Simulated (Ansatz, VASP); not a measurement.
# Te: VASP beside Ansatz, part 2 of 2

Wanted: the spread between two codes on one cell, functional and k mesh. The cell is taken from a series of runs on this material, whose earlier steps may have relaxed, scaled, displaced or heated it; both programs get it as it stands.

VASP 6.6.1 and Ansatz 0.2.0.

So far: The starting structure; VASP: G0W0 gap, PBE0 form with 5 % exact exchange with an exact-exchange share of 0.05.

## 3. Ansatz: G0W0 gap, PBE0 form with 5 % exact exchange with an exact-exchange share of 0.05

Level of this step: Ansatz beside VASP: Kohn-Sham DFT, plane waves, PBE0 form with 5 % exact exchange (Ansatz).

Ansatz runs on its PAW soft_1 files.

The same cell, functional and mesh now go to Ansatz, which takes its cutoff from its data sets.

The input, input.yaml:

```yaml
crystal:
  lattice:
    - [4.4572, 0.0, 0.0]
    - [-2.2286, 3.8600484297, 0.0]
    - [0.0, 0.0, 5.929]
  atoms:
    - { symbol: Te, position: [0.2633, 0.0, 0.3333333333] }
    - { symbol: Te, position: [0.0, 0.2633, 0.6666666667] }
    - { symbol: Te, position: [0.7367, 0.7367, 0.0] }
kpoints:
  mp_grid: { grid: [6, 6, 4] }
hamiltonian:
  xc: { exchange: pbe, correlation: pbe, exx: { coeff: 0.05 } }
  pseudopotentials: { kind: paw, azcp: { folder: soft_1 } }
scf:
  occupations: { method: fixed }
gw:
  n_empty_bands: 425
  ecut_chi: 150.0
  qp_bands: [v2, c2]
  qp_kpoints: band_edges
  screening: { model: contour_deformation }
```

Command:

```bash
$ ansatz run input.yaml --threads 2 --pin off --max-ram 73728MiB --backend cuda --events-out ev --progress --plain --runs-dir out --devices 1 --max-vram 13GiB
```

Numbers of over 12 decimals in the logs are rounded to 6 here.

What it wrote:

```text
GPUs: using 1 of 1 available (devices: 1).
Engine: ansatz 0.2.0, x86_64-unknown-linux-gnu
Pseudopotentials: kind: paw
Pseudopotential: Te, paw, valence charge 16, recommended cutoff 420 eV (normal), soft_1/Te.paw.azcp
Functional definition: unnamed
  parameter a_1 = 0.05
  exchange = (1 - a_1)*pbe_x + a_1*exact_x
  correlation = pbe_c
davidson cushion auto → on  (no smearing: the cushion is to keep the highest requested band from converging to the state above it; pin scf.eigensolver.cushion to override)
device memory: the entry about to start is reckoned to put 1.0 GiB on a device that reports 40.9 GiB free (of which the cap on the GPU budget leaves the run 13.0 GiB)
GPU FFT provider: cuFFT
GPU libraries: cuBLAS 13.8.2, cuFFT 12.4.0, cuSOLVER 12.3.4
Crystal: 3 atoms, lattice volume = 102.008 Å³
Basis set: ecut = 420 eV, 2017 PW (Γ)
Bands: 29, of which v1, the nominal top of the filled ones, is band 24 counted from 1 (23 counted from 0)
Symmetry: 6 space group operations
Space group: P3121 (ITA 152), of the structure as read, at distance tolerance 4.7e-5 Å
k-points: 24 of 144 (time reversal used)
Non-local potential: Te, projectors of the file, l = 0: 2, l = 1: 2, l = 2: 2, l = 3: 1
PAW form: soft (Blöchl's): semilocal exchange-correlation on the pseudo side does not see the compensation charge
PAW frozen core: Te, regenerated for the run's functional, and the local potential with it (the file was generated under x = pbe(κ = 0.804, μ = 0.219515), c = pbe(β = 0.066725))
PAW one-centre angular grid: Te, 590 points (default); XC on 64 Gauss nodes
Initial density: superposition of atomic densities (chi_scale 0.1, normalization cell)
Initial wavefunctions: pseudopotential atomic-orbital guess
GPU buffer pool allocated for 36000 grid points (all kernels)
GPU transforms: local potential and band sums: pruned to the plane-wave sphere, on 30×30×40
Functional: x = pbe(κ = 0.804, μ = 0.219515), c = pbe(β = 0.066725), warm-up for x = 0.95 pbe(κ = 0.804, μ = 0.219515) + 0.05 exact, c = pbe(β = 0.066725)
iter 1 solved again at ethr=4.08e-4 eV; its pass at ethr=1.00e-1 eV (dr2=1.96e-1 eV) is discarded
SCF iter   1: F=—  HF=-20940.143801 eV  |F-HF|=—  |Δ(HF+E_count)|=         —  Δρ=1.60e-2  dr2=1.91e-1  ethr=4.08e-4  ⟨swp⟩=6.5  Hψ=4208  notcnv=0
preconditioner: auto → none  [insulator: Δε(μ)=0.240 eV  Ē_g=8.689 eV  n_scr=22 (ndim 8)  ℏωp=15.6 eV  f_vac=0.011]
SCF iter   2: F=—  HF=-20940.127495 eV  |F-HF|=—  |Δ(HF+E_count)|=   1.63e-2  Δρ=7.40e-3  dr2=3.74e-2  ethr=3.98e-4  ⟨swp⟩=2.0  Hψ=1536  notcnv=0
iter 3 solved again at ethr=6.32e-6 eV; its pass at ethr=7.79e-5 eV (dr2=3.03e-3 eV) is discarded
SCF iter   3: F=—  HF=-20940.129861 eV  |F-HF|=—  |Δ(HF+E_count)|=   2.37e-3  Δρ=1.50e-3  dr2=3.05e-3  ethr=6.32e-6  ⟨swp⟩=3.1  Hψ=3382  notcnv=0
SCF iter   4: F=—  HF=-20940.129077 eV  |F-HF|=—  |Δ(HF+E_count)|=   7.85e-4  Δρ=4.23e-4  dr2=9.00e-5  ethr=6.32e-6  ⟨swp⟩=3.2  Hψ=1987  notcnv=0
SCF iter   5: F=—  HF=-20940.129104 eV  |F-HF|=—  |Δ(HF+E_count)|=   2.79e-5  Δρ=9.45e-5  dr2=8.94e-6  ethr=1.88e-7  ⟨swp⟩=3.8  Hψ=2185  notcnv=0
SCF iter   6: F=-20940.129099 eV  HF=-20940.129099 eV  |F-HF|=2.81e-7  |Δ(HF+E_count)|=   5.65e-6  Δρ=2.06e-5  dr2=4.35e-7  ethr=1.86e-8  ⟨swp⟩=3.0  Hψ=2224  notcnv=0
SCF 1 stopped early in 6 iterations: F = -20940.129099 eV  dr2 = 4.35e-7
  greatest PAW one-centre occupation: 0.998 electrons in one spin orbital (limit 2), on the Te atom at site 0 (counted from 0), in its partial waves of l = 2
device memory: the entry about to start is reckoned to put 1.7 GiB (of the 1.8 GiB reckoned in all, the device holds 0.1 GiB already) on a device that reports 40.9 GiB free (of which the cap on the GPU budget leaves the run 12.9 GiB)
GPU FFT provider: cuFFT
GPU libraries: cuBLAS 13.8.2, cuFFT 12.4.0, cuSOLVER 12.3.4
Initial density: handed on by an earlier stage of this run
Initial wavefunctions: those handed on with the density
GPU buffer pool allocated for 36000 grid points (all kernels)
GPU transforms: local potential and band sums: pruned to the plane-wave sphere, on 30×30×40
Functional: x = 0.95 pbe(κ = 0.804, μ = 0.219515) + 0.05 exact, c = pbe(β = 0.066725)
Exchange kernel: α = 0.0500, full range, Wigner–Seitz truncation, v(0) = 20656.4841 eV·Å³, q-mesh 6×6×4, nearest image of the exchange supercell L = 23.72 Å, pair-density grid 18×18×24, without the augmentation charges, whose exchange is taken in its separable form by FFT convolution over the k-point mesh (sized by the pseudopotential files, 27×27×40 at the most), smooth part of the exact exchange by density-matrix convolution in up to 4.41 GiB of GPU memory as planned if the GPU has room (build and FFT work areas not counted)
Frozen-core exchange: fock
SCF iter   1: F=—  HF=-20942.213813 eV  |F-HF|=—  |Δ(HF+E_count)|=         —  Δρ=8.99e-4  dr2=6.89e-4  ethr=9.06e-9  ⟨swp⟩=9.2  Hψ=3746  notcnv=0
[...]
Exchange-term sweep: 2 of 24 (spin, k) points
Exchange-term sweep: 3 of 24 (spin, k) points
Exchange-term sweep: 4 of 24 (spin, k) points
Exchange-term sweep: 5 of 24 (spin, k) points
Exchange-term sweep: 6 of 24 (spin, k) points
Exchange-term sweep: 8 of 24 (spin, k) points
Exchange-term sweep: 9 of 24 (spin, k) points
Exchange-term sweep: 10 of 24 (spin, k) points
Exchange-term sweep: 11 of 24 (spin, k) points
[...]
Exchange-term sweep: 21 of 24 (spin, k) points
Exchange-term sweep: 22 of 24 (spin, k) points
Exchange-term sweep: 23 of 24 (spin, k) points
Exchange-term sweep: 24 of 24 (spin, k) points
G₀W₀ screening: q 1/24
[... further progress lines ...]
hybrid SCF converged: 2 outer / 6 inner (+6 warm-up), last move |dexx| = 1.52e-8 eV, tail = 1.25e-8 eV
Stability not checked: this state was not tested for a lower state beside it, because the functional holds exact exchange (a hybrid, or Hartree-Fock), whose exchange loop this test does not read (fock_operator; see scf.lower_state_search)
Free energy (F): -20942.214058 eV
Frozen-core exchange: fock
Harris-Foulkes:  -20942.214058 eV  (|F-HF|=1.75e-10)
Internal energy: -20942.214058 eV  (E = F + TS)
E sigma→0 (E₀):  -20942.214058 eV
Fermi energy:    8.597599 eV
--- Per-component energies (eV) ---
  E_band       = -824.250962
  E_kinetic    = 514.981442
  E_local      = -4946.697090  (includes V_loc(G=0)·N_el)
  E_nonlocal   = 193.442466
  E_hartree    = 2460.780016
  E_xc         = -350.841359
  E_vxc        = -291.994551  (∫ρ·V_xc dr)
  E_exx        = -30.934940  (= α·E_x^exact, valence–valence)
  E_paw        = -13995.941849  (= ΣΔE_a)
  E_vpaw       = -1153.673680  (= ΣTr[D̂ρ^β])
  E_aug_tail   = 0.000270  (compensation charges beyond the density's cutoff)
  E_ewald      = -4786.899832
  E_core_change = -0.103182  (= ΣΔE_core)
  E_smearing   = -0.000000  (= −TS)
  E_closure    = 0.000000  (closes the sum)
  Σ components = -20942.214058   (vs F -20942.214058, Δ=3.64e-12)
--- Band table (eV; the first three rows and the last of 24) ---
  k-point 0: bands = [... 20 lower, 5.7524, 6.8946, 6.8946, 7.8170, 9.8555, 9.8555]
  k-point 1: bands = [... 20 lower, 6.0310, 7.0606, 7.0926, 7.7535, 9.5437, 9.5638]
  k-point 2: bands = [... 20 lower, 5.8691, 7.2077, 7.5101, 7.5101, 9.3385, 9.4091]
  k-point 23: bands = [... 20 lower, 3.4812, 7.5257, 8.5976, 8.5976, 8.9570, 10.2636]
  guard bands above this table: 3 of the run's 29 bands. The solve was not asked for them (output.publish_guard_bands: true or output.eigenvalues: true publishes all)
--- G₀W₀: contour deformation, 8 samples at zero and on the imaginary axis and 1 off it, 144 q-points, 425 empty bands' worth ---
  eigenvalues of the whole cell's RPA ε∞ on this k-mesh (on a slab, of 1 + 4πα/V) = 39.3334, 82.5536, 82.5536; static W/v taken at q = 0 is 0.014947
  bands read: the sum over 449 bands ends inside a degenerate multiplet in 1 slot, whose members it reads at an even weight; the widest, k=0: bands 449 to 450 (counted from 1) at 1/2 each
  gw.qp_kpoints: band_edges: 13 of 24 stored k-points solved, in 1 pass; an edge of the gap read off the rows below is read off those points alone
    valence top: of the k-points left out ik 18 came nearest to being solved in a further pass, in band 24 (counted from 1, as in the quasiparticle table): it holds the edge there only if its correction is more favourable than any solved in that band by at least 0.646 eV; those differ by 0.028 eV
    conduction bottom: of the k-points left out ik 1 came nearest to being solved in a further pass, in band 25 (counted from 1, as in the quasiparticle table): it holds the edge there only if its correction is more favourable than any solved in that band by at least 0.532 eV; those differ by 0.055 eV
    ik  band        ε_KS         Σx   Σc(E_QP)       V_xc       Z   E_QP_lin       E_QP  E_QP is
     0    23      6.8946   -15.1901     1.5759   -13.3254  0.6996     6.5949     6.6058  root
     0    24      7.8170   -15.2798     1.2696   -13.6987  0.7196     7.4915     7.5055  root
     0    25      9.8555   -10.7555    -3.5368   -14.1311  0.7240     9.6957     9.6943  root
     0    26      9.8555   -10.7555    -3.5368   -14.1311  0.7240     9.6957     9.6943  root
     2    23      7.5101   -15.2591     1.2236   -13.7244  0.7180     7.1849     7.1990  root
     2    24      7.5101   -15.2591     1.2236   -13.7244  0.7180     7.1849     7.1990  root
     2    25      9.3385   -10.3262    -3.1885   -13.3221  0.7343     9.1476     9.1459  root
     2    26      9.4091    -9.7606    -3.4341   -13.0164  0.7433     9.2322     9.2307  root
     3    23      7.6513   -15.4124     1.0902   -14.0169  0.7214     7.3334     7.3462  root
     3    24      7.8043   -15.0995     0.9685   -13.8266  0.7247     7.4875     7.4999  root
     3    25      9.6809   -10.6486    -3.3714   -13.8530  0.7342     9.5152     9.5139  root
     3    26      9.7866   -10.6593    -3.4425   -13.9368  0.7299     9.6229     9.6215  root
     4    23      7.5839   -15.1236     1.0788   -13.7408  0.7212     7.2674     7.2800  root
     4    24      7.7174   -15.4556     0.9071   -14.2591  0.7245     7.4179     7.4280  root
     4    25      9.5216   -10.5906    -3.1834   -13.5791  0.7355     9.3285     9.3267  root
     4    26      9.7030   -10.2977    -3.4593   -13.5894  0.7361     9.5368     9.5354  root
     7    23      7.5396   -15.1240     0.9483   -13.8745  0.7238     7.2262     7.2383  root
     7    24      7.7488   -15.3923     1.0490   -14.0369  0.7234     7.4296     7.4425  root
     7    25      9.7397   -10.3213    -3.3933   -13.5373  0.7354     9.5640     9.5624  root
     7    26      9.9199   -10.0949    -3.5297   -13.4551  0.7336     9.7518     9.7504  root
     8    23      7.1441   -14.8642     1.0531   -13.5263  0.7156     6.8493     6.8593  root
     8    24      8.0406   -14.6744     0.4922   -13.8958  0.7329     7.7447     7.7542  root
     8    25      9.6538   -10.9412    -3.0888   -13.8257  0.7361     9.4514     9.4495  root
     8    26     10.2812   -10.1581    -3.5523   -13.5366  0.7281    10.1090    10.1074  root
[...]
20    23      6.6673   -15.1124     1.4605   -13.3888  0.6961     6.3965     6.4044  root
    20    24      8.0545   -15.2229     0.7271   -14.1939  0.7309     7.7408     7.7526  root
    20    25      9.7617   -10.5337    -3.3507   -13.7154  0.7342     9.5942     9.5928  root
    20    26     11.0903   -10.4332    -4.0062   -14.2449  0.6974    10.8981    10.8957  root
    23    23      8.5976   -15.3610     0.4272   -14.6363  0.7362     8.2894     8.3001  root
    23    24      8.5976   -15.3610     0.4272   -14.6363  0.7362     8.2894     8.3001  root
    23    25      8.9570   -10.8581    -3.1025   -13.8113  0.7415     8.8087     8.8077  root
    23    26     10.2636   -10.3630    -3.5314   -13.7405  0.7260    10.1111    10.1098  root
```

## 4. Differences

Known differences besides the potentials themselves: exact exchange at q = 0 is treated differently, which shows on coarse meshes; VASP keeps PBE cores, Ansatz makes them for the functional; fixed occupations in Ansatz, narrow Gaussian smearing in VASP; the data sets hold 48 valence electrons in Ansatz (on its PAW soft_1 files) and 18 in VASP; the cutoff is 420 eV in Ansatz and 300 eV in VASP; Ansatz integrates over frequency by contour deformation, VASP on a grid of NOMEGA points; Ansatz's G0W0 levels solve the quasiparticle equation, VASP's are linearised. Total energies have different zeros and are not compared.

Compared:

```
                   quantity  Ansatz  VASP  difference
  G0W0 gap on the mesh (eV)    0.51  0.55       -0.04
Kohn-Sham gap under it (eV)    0.36  0.34       +0.02
```

VASP's log warns that its frequency grid doesn't suit quasiparticle energies on this mesh.

## 5. Summary of results

```yaml
difference_in_g0w0_gap_on_the_mesh_g0w0_gap_pbe0_form_with_5_exact_exchange_with_an_exact_exchange_share_of_0p05: -0.037 eV
```

The difference in G0W0 gap on the mesh is -0.037 eV (G0W0 gap, PBE0 form with 5 % exact exchange with an exact-exchange share of 0.05). The data sets hold unlike numbers of valence electrons (48 in Ansatz and 18 in VASP), so part of the differences comes from the potentials. How closely two codes agree says nothing of how well the functional describes the real material.

[Lines on the potential files, build, host, timing and source positions are cut from VASP's logs without a mark.]

[Logs are printed without paths, hosts, clocks, repeated set-up lines and the standing remarks that a program may print on its own settings, such as how far it seeks lower states.]

[Hosts, paths, dates, database ids (printed as entryN), source tags and the programs' standing remarks are cut or masked in the printed files.]
